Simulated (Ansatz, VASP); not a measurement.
# Cross-check of Ge (Germanium) between VASP and Ansatz, part 3 of 4

Wanted: the spread between two codes on one cell, functional and k mesh. Of the first pair: The structure shown is the start of the Ansatz relaxation below; VASP solves that cell, so the two are compared at the walk's first step.

VASP 6.6.1 and Ansatz 0.2.0.

So far: Set-up; Ansatz: relaxation, r2SCAN; VASP: single point, r2SCAN, start cell, pair 1.

**3. VASP: single point, r2SCAN, start cell, pair 1 (continued)**

Level of this step: r2SCAN; plane waves and PAW (Ge_d) (VASP).

Numbers of over 12 decimals in the logs are rounded to 6 here.

Parts of OUTCAR (step 3):

```text
ion  position               nearest neighbor table
   1  0.500  0.500  0.500-   2 2.46   2 2.46   2 2.47   2 2.47
   2  0.750  0.750  0.750-   1 2.46   1 2.46   1 2.47   1 2.47

  LATTYP: Found a body centered orthorhombic cell.
 ALAT       =     4.0120107394
 B/A-ratio  =     1.0100002820
 C/A-ratio  =     1.4142140609

 Subroutine GETGRP returns: Found  4 space group operations
 (whereof  2 operations were pure point group operations)

The static configuration has the point symmetry C_1h.
 The point group associated with its full space group is C_2h.

   k-points           NKPTS =   1728   k-points in BZ     NKDIM =   1728   number of bands    NBANDS=     20

   dimension x,y,z NGX =    28 NGY =   28 NGZ =   28
   dimension x,y,z NGXF=    56 NGYF=   56 NGZF=   56

   ENCUT  =  450.0 eV  33.07 Ry    5.75 a.u.   6.96  6.96  7.01*2*pi/ulx,y,z

   NELECT =      28.0000    total number of electrons

 k-points in reciprocal lattice and weights: Points of the shifted mesh
   0.04166667  0.04166667  0.04166667       0.001
   0.04166667  0.04166667  0.12500000       0.001
   0.04166667  0.04166667  0.20833333       0.001
   0.04166667  0.04166667  0.29166667       0.001
   0.04166667  0.04166667  0.37500000       0.001
   0.04166667  0.04166667  0.45833333       0.001
   0.04166667  0.04166667  0.54166667       0.001
   0.04166667  0.04166667  0.62500000       0.001
   0.04166667  0.04166667  0.70833333       0.001
[...]
0.95833333  0.95833333  0.87500000       0.001
   0.95833333  0.95833333  0.95833333       0.001

 average (electrostatic) potential at core
       1 -79.6102       2 -79.6102

 E-fermi :   4.8223

 k-point     1 :       0.0417    0.0417    0.0417
  band No.  band energies     occupation
    ...
     10     -20.5827      2.00000
     11      -8.5188      2.00000
     12       3.9291      2.00000
     13       4.5678      2.00000
     14       4.5857      2.00000
     15       5.3920      0.00000
     16       7.3495      0.00000
     17       7.3783      0.00000
     18       7.4721      0.00000
     19      11.7433      0.00000
    ...

 k-point     2 :       0.0417    0.0417    0.1250
  band No.  band energies     occupation
    ...
     10     -20.5742      2.00000
     11      -8.4042      2.00000
     12       2.7031      2.00000
     13       4.1005      2.00000
     14       4.4859      2.00000
     15       6.0327      0.00000
     16       7.5954      0.00000
     17       7.6216      0.00000
     18       8.0820      0.00000
     19      12.2770      0.00000
    ...

 k-point     3 :       0.0417    0.0417    0.2083
  band No.  band energies     occupation
    ...
     10     -20.5668      2.00000
     11      -8.1209      2.00000
     12       1.0913      2.00000
     13       3.6540      2.00000
     14       4.1573      2.00000
     15       5.9864      0.00000
     16       8.0214      0.00000
     17       8.2371      0.00000
     18       9.3335      0.00000
     19      13.0554      0.00000
    ...

  Total       -0.2804761     -0.2804761     -0.1694238     -0.2406778     -0.0009292     -0.0009292
  in kB       -9.7434672     -9.7434672     -5.8856176     -8.3609122     -0.0322805     -0.0322796
  external PRESSURE =      -8.4575173 kB  Pullay stress =       0.0000000 kB

  energy-cutoff  :      450.00
  volume of cell :       46.12
      direct lattice vectors                 reciprocal lattice vectors
     0.014185000  2.851105000  2.836921000    -0.176247480  0.176247480  0.176247418
     2.851105000  0.014185000  2.836921000     0.176247480 -0.176247480  0.176247418
     2.865290000  2.865290000  0.000000000     0.174502406  0.174502406 -0.176247418

 POSITION                                       TOTAL-FORCE (eV/Angst)
 -----------------------------------------------------------------------------------
      2.86520      2.86520      2.83683        -0.000373     -0.000373      0.077305
      4.29803      4.29803      4.25547         0.000373      0.000373     -0.077305
 -----------------------------------------------------------------------------------
    total drift:                                0.000000      0.000000      0.000000

  FREE ENERGIE OF THE ION-ELECTRON SYSTEM (eV)
  ---------------------------------------------------
  free  energy   TOTEN  =       -27.7390780371 eV

  energy  without entropy=      -27.7390780371  energy(sigma->0) =      -27.73907804

 total charge
# of ion       s       p       d       tot
------------------------------------------
    1        1.106   1.272  10.020  12.398
    2        1.106   1.272  10.020  12.398
--------------------------------------------------
tot          2.211   2.544  20.040  24.795

[... 3 further parts left out ...]
```

The run ends at a pressure of -0.85 GPa, with forces up to 0.077 eV/Å.

**4. Comparison**

Known differences besides the potentials themselves: VASP keeps PBE cores, Ansatz makes them for the functional; the cutoff is 500 eV in Ansatz and 450 eV in VASP. Total energies have different zeros and are not compared.

Forces (eV/Å; atoms numbered as in POSCAR):

```
atom        Ansatz x, y, z          VASP x, y, z
 Ge1   0.000, 0.000, 0.077   0.000, 0.000, 0.077
 Ge2  0.000, 0.000, -0.077  0.000, 0.000, -0.077
```

The forces differ by 0.3 meV/Å r.m.s., which is 0.7 % of the r.m.s. force of 0.045 eV/Å (both taken over all components).

**5. Ansatz: relaxation, r2SCAN**

This run makes the geometry at which the two programs are then compared. The cell compared in this pair holds 45.96 Å³, against 46.12 Å³ for the pair before.

The structure compared here is the end of the Ansatz relaxation.

Input file input.yaml:

```yaml
crystal:
  lattice:
    - [0.0141846037, 2.8511053482, 2.8369207445]
    - [2.8511053482, 0.0141846037, 2.8369207445]
    - [2.8652899519, 2.8652899519, 0.0]
  atoms:
    - { symbol: Ge, position: [0.499983901, 0.499983901, 0.499983901] }
    - { symbol: Ge, position: [0.750016099, 0.750016099, 0.750016099] }
  conventional_axes: [[0, 0, 1], [1, -1, 0], [1, 1, -1]]
kpoints:
  mp_grid: { grid: [12, 12, 12], shift: [0.5, 0.5, 0.5] }
hamiltonian:
  xc: r2scan
  pseudopotentials: { kind: paw, azcp: { folder: soft_1 } }
scf:
  occupations: { method: gaussian, width: 0.02 }
output:
  forces: true
  stress: true
  eigenvalues: true
relax:
  adjacent_minimum: "off"
  f_tol: 0.001
  max_steps: 60
  cell: { stress_tol: 0.01, fix: [a, angles] }
```

On the command line:

```
ansatz run input.yaml --threads 4 --pin off --max-ram 10240MiB --backend cpu --events-out ev --progress --plain --runs-dir out
```

Log:

```text
[...]
Crystal: 2 atoms, lattice volume = 46.120 Å³
Basis set: ecut = 500 eV, 1223 PW (Γ), exchange–correlation on 120×120×120 points (64 copies of the dense FFT grid, shifted against one another)
Bands: 18, of which v1, the nominal top of the filled ones, is band 14 counted from 1 (13 counted from 0)
Symmetry: 4 space group operations
[...]
k-points: 468 of 1728
[...]
k-point 467: bands = [... 10 lower, -2.8287, 0.3801, 5.9373, 6.6130, 9.3436, 12.0642, 12.4466, 16.1554]
--- Relaxed structure (4 steps of the walk, 4 accepted, 1 SCFs on fresh bases) ---
[...]
cell:  # Å, volume = 45.9588 Å³
    - [0.014334, 2.850956, 2.827281]
    - [2.850956, 0.014334, 2.827281]
    - [2.8652899519, 2.8652899519, 0.0]
  atoms:
    - { symbol: Ge, position: [0.500598, 0.500598, 0.499367] }
    - { symbol: Ge, position: [0.749402, 0.749402, 0.750633] }
[key lines of the parts left out:]
SCF converged after 5 iterations
Free energy (F): -8605.829475 eV
Fermi energy:    8.375278 eV
P = ⅓ Tr σ = -0.4468 GPa (-4.468 kbar)
```

(Continued in part 4 of 4.)

[Lines on the potential files, build, host, timing and source positions are cut from VASP's logs without a mark.]

[Logs are printed without paths, hosts, clocks, repeated set-up lines and the standing remarks that a program may print on its own settings, such as how far it seeks lower states.]

[Hosts, paths, dates, database ids (printed as entryN), source tags and the programs' standing remarks are cut or masked in the printed files.]
